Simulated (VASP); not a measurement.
Calculation: PBEsol GGA, VASP's PBE PAW potentials (set 64) (plane waves; VASP 6.6.1).

Input for VASP

### POSCAR
```
ZnO
1
    1.6250000000    -2.8145830000     0.0000000000
    1.6250000000     2.8145830000     0.0000000000
    0.0000000000     0.0000000000     5.2100000000
Zn O
2 2
Direct
  0.6666670000   0.3333330000   0.5000000000
  0.3333330000   0.6666670000   0.0000000000
  0.6666670000   0.3333330000   0.8820000000
  0.3333330000   0.6666670000   0.3820000000
```

INCAR:
```
SYSTEM = ZnO
PREC = Accurate
ENCUT = 520
EDIFF = 1E-6
NELM = 100
ALGO = Normal
LREAL = .FALSE.
LASPH = .TRUE.
ISMEAR = 0
SIGMA = 0.05
GGA = PS
LMAXMIX = 4
LWAVE = .FALSE.
LCHARG = .FALSE.
IBRION = 2
ISIF = 3
NSW = 60
EDIFFG = -0.01
```

**KPOINTS**
```
Automatic
0
G
8 8 5
```

POTCAR, in this order: Zn O (PBE.64 set). Program: vasp_std.

Problem. What does the run give for the energy per atom (σ→0), volume per atom?

Solution. 
```
Item                           Result
---------------------  --------------
energy per atom (σ→0)  -4.853 eV/atom
volume per atom         11.86 Å³/atom
```

### OSZICAR
```
...
   6 F= -.19411697E+02 E0= -.19411697E+02  d E =-.736229E-04
       N       E                     dE             d eps       ncg     rms          rms(c)
DAV:   1    -0.194118553428E+02   -0.15731E-03   -0.54690E-03  1320   0.649E-01    0.814E-02
DAV:   2    -0.194117649054E+02    0.90437E-04   -0.22907E-04  1560   0.272E-01    0.487E-02
DAV:   3    -0.194117110703E+02    0.53835E-04   -0.59267E-05  1770   0.128E-01    0.606E-03
DAV:   4    -0.194117120535E+02   -0.98318E-06   -0.14914E-05  1350   0.363E-02    0.320E-03
DAV:   5    -0.194117120010E+02    0.52517E-07   -0.51969E-07   678   0.107E-02
   7 F= -.19411712E+02 E0= -.19411712E+02  d E =-.884697E-04
```

The compound is ZnO in the wurtzite structure. This run relaxes it. Symmetry was kept, so distortions that lower it aren't found.
